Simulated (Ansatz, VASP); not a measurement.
# Bi3B5: VASP beside Ansatz

The input INCAR:

```
SYSTEM = Bi3B5
PREC = Accurate
ENCUT = 520
EDIFF = 1E-6
ISMEAR = 0
SIGMA = 0.2
LREAL = .False.
LASPH = .True.
NELM = 100
ALGO = Normal
ISIF = 2
LWAVE = .False.
LCHARG = .False.
GGA = PE
NBANDS = 40
```

KPOINTS

```
Automatic mesh
0
Gamma
  6 6 6
  0 0 0
```

The input POSCAR:

```
Bi3B5
1.0
   -3.2200395877      3.2200395877      3.2200395877
    3.2200395877     -3.2200395877      3.2200395877
    3.2200395877      3.2200395877     -3.2200395877
B Bi
5 3
Direct
    0.0000000000      0.0000000000      0.0000000000
    1.0000000000      0.0000000000      0.5000000000
    1.0000000000      0.5000000000      0.0000000000
    0.5000000000      1.0000000000      1.0000000000
    0.5000000000      0.5000000000      0.5000000000
    1.0000000000      0.5000000000      0.5000000000
    0.5000000000      0.5000000000      0.0000000000
    0.5000000000      0.0000000000      0.5000000000
```

Input for Ansatz:

```yaml
crystal:
  lattice:
    - [-3.2200395877, 3.2200395877, 3.2200395877]
    - [3.2200395877, -3.2200395877, 3.2200395877]
    - [3.2200395877, 3.2200395877, -3.2200395877]
  atoms:
    - { symbol: B, position: [0.0, 0.0, 0.0] }
    - { symbol: B, position: [1.0, 0.0, 0.5] }
    - { symbol: B, position: [1.0, 0.5, 0.0] }
    - { symbol: B, position: [0.5, 1.0, 1.0] }
    - { symbol: B, position: [0.5, 0.5, 0.5] }
    - { symbol: Bi, position: [1.0, 0.5, 0.5] }
    - { symbol: Bi, position: [0.5, 0.5, 0.0] }
    - { symbol: Bi, position: [0.5, 0.0, 0.5] }
basis:
  ecutwfc: 420
kpoints:
  mp_grid: { grid: [6, 6, 6] }
hamiltonian:
  xc: pbe
scf:
  occupations: { method: gaussian, width: 0.2 }
  lower_state_search: "off"
output:
  forces: true
  stress: true
  eigenvalues: true
```

Alike in both runs: task single point; functional PBE; k mesh 6 × 6 × 6; occupations gaussian, width 0.2 eV; no spin polarisation.

|  | VASP | Ansatz |
| --- | --- | --- |
| version | VASP 6.6.1 | Ansatz 0.2.0 |
| potentials or method | VASP PAW PBE potentials, release 64 (B, Bi_d) | scalar-relativistic, plane waves, PAW |
| plane-wave cutoff (eV) | 520 | 420 |
| valence electrons in the cell | 60 | 60 |

VASP gave:

| Property | Result |
| --- | --- |
| gap on the k mesh at the Fermi level (eV) | none |
| pressure (GPa) | 0.4 |

Problem. Estimate Ansatz's values.

Solution. gap on the k mesh at the Fermi level (eV): none; pressure (GPa): 0.5.

A gap of «none» marks a metal or a gap that the smearing closes. The functional is the same, so the differences come from potentials, cutoffs and numerics.

Caveats: spin-orbit coupling is left out, which moves the levels of the heavy elements.
